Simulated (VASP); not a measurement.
VASP runs on BaO (space group Fm-3m) share one base input (PBE GGA, plane waves, VASP's PBE PAW potentials (set 64)) and change the settings named in each case.

KPOINTS:
```
Automatic mesh
0
Gamma
8 8 8
0 0 0
```

### INCAR
```
SYSTEM=BaO
PREC=Accurate; ENCUT=400; LREAL=F
LASPH=T
EDIFF=1E-6; NELM=100; ALGO=Normal
LMAXMIX=4
ISMEAR=-1; SIGMA=0.01
GGA=PE
ISIF=2
LWAVE=F; LCHARG=F
```

**POSCAR**
```
BaO
1
    0.0000000000     2.7700000000     2.7700000000
    2.7700000000     0.0000000000     2.7700000000
    2.7700000000     2.7700000000     0.0000000000
Ba O
1 1
Direct
  0.0000000000   0.0000000000   0.0000000000
  0.5000000000   0.5000000000   0.5000000000
```

POTCAR, in this order: Ba_sv O (PBE.64 set). Program: vasp_std.

```
change                                                                                                              E(σ→0) (eV/atom)  pressure (GPa)  gap on the mesh (eV)
------------------------------------------------------------------------------------------------------------------  ----------------  --------------  --------------------
base run                                                                                                                     -5.9045            0.63                  1.98
GGA = PS                                                                                                                     -6.2063               …                     …
GGA_COMPAT = .FALSE., LNONCOLLINEAR = .TRUE., LSORBIT = .TRUE., MAGMOM = 0.0 0.0 0.0 0.0 0.0 0.0, program vasp_ncl           -6.0021            0.61                  1.92
KPOINTS 2×2×2 Γ-centred mesh                                                                                                 -5.8545            0.75                  1.84
```

**Question.** Complete the blanks.

**Answer.** 
- GGA = PS, pressure (GPa): -2.72
- GGA = PS, gap on the mesh (eV): 1.88

Energies of different potentials or functionals have different zeros.  Unless said otherwise, spin-orbit coupling is left out, though it shifts the bands of the heavy elements here. At 400 eV the pressure can carry a Pulay error.

Left out are runs that ran out of time, are held back, or changed the cell or the kind of run, fixed moments of cells without a moment, rows past the twelfth, gaps on odd meshes, pressures of charged cells and columns that move by less than the noise.

The structure is a typed BaO crystal (Fm-3m). The cell was not relaxed at this level.
